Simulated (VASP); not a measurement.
An input for Ansatz (written as the equivalent of a VASP run, and not itself run):

Ansatz 0.2 input:
```yaml
crystal:
  lattice:
    - [-1.5776650, 1.5776650, 4.1512700]
    - [1.5776650, -1.5776650, 4.1512700]
    - [1.5776650, 1.5776650, -4.1512700]
  atoms:
    - { symbol: Al, position: [0.3386700, 0.3386700, 0.0000000] }
    - { symbol: Al, position: [0.6613300, 0.6613300, 0.0000000] }
    - { symbol: Os, position: [0.0000000, 0.0000000, 0.0000000] }
kpoints:
  mp_grid: { grid: [9, 9, 9] }
hamiltonian:
  xc: r2scan
  pseudopotentials: { kind: paw }
scf:
  occupations: { method: gaussian, width: 0.05 }
  max_iter: 100
relax:
  max_steps: 60
  f_tol: 0.02
  cell: {}
output: { forces: true, stress: true, eigenvalues: true }
```

Question: Write the VASP files for the same calculation (r2SCAN).

Answer: Several could match; the one computed here: 
### INCAR
```
SYSTEM  =  Al2Os
PREC  =  Accurate; ENCUT  =  400; LREAL  =  .FALSE.
LASPH  =  .TRUE.
EDIFF  =  1E-6; NELM  =  100; ALGO  =  Normal
LMAXMIX  =  6; LMIXTAU  =  .TRUE.
ISMEAR  =  0; SIGMA  =  0.05
METAGGA  =  R2SCAN
IBRION  =  2; NSW  =  60; ISIF  =  3
EDIFFG  =  -0.02
LWAVE  =  .FALSE.; LCHARG  =  .FALSE.
```

File POSCAR:
```
Al2Os
1
   -1.5776650000     1.5776650000     4.1512700000
    1.5776650000    -1.5776650000     4.1512700000
    1.5776650000     1.5776650000    -4.1512700000
Al Os
2 1
Direct
  0.3386700000   0.3386700000   0.0000000000
  0.6613300000   0.6613300000   0.0000000000
  0.0000000000   0.0000000000   0.0000000000
```

File KPOINTS:
```
Automatic mesh
0
Gamma
9 9 9
0 0 0
```

POTCAR, in this order: Al Os (PBE.64 set). Program: vasp_std.

What does not carry over: each code has its own PAW files, so the cut-off isn't converted (ENCUT is set for VASP's; basis.ecutwfc is left out, and Ansatz then takes the one that its files recommend); Ansatz stops its SCF on the density residual and VASP on the energy change (EDIFF).

The structure comes from a computed database's Al2Os entry (I4/mmm); how it stands against other phases isn't given here. The cell was not relaxed at this level. The start is the result of an earlier pass.
